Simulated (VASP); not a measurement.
Energy against volume of FePt (L1_0). Computed with PBE GGA with D3 dispersion (zero damping), VASP's PBE PAW potentials (set 64) (plane waves; VASP). Run with 520 eV cut-off, 13×13×10 Γ-centred mesh, first-order Methfessel-Paxton smearing of 0.10 eV, potentials Fe Pt.

Shape and ions are relaxed at each volume.

```
V (Å³/atom)  E (eV/atom)
-----------  -----------
13.111          -7.96798
13.517          -7.97666
13.922          -7.96841
14.328          -7.94599
```

Question: Fit these four points and predict the energy of the run at 12.706 Å³/atom.

Answer: A cubic in V^(−2/3), the third-order Birch-Murnaghan form, passes through the four points with V0 = 13.51 Å³/atom and B0 = 223 GPa, and gives -7.9390 eV/atom there. The run gave -7.9386 eV/atom, +0.5 meV/atom from the fit; all five points give B0 = 225 GPa.

The compound is FePt in the L1_0 structure. It was relaxed first.
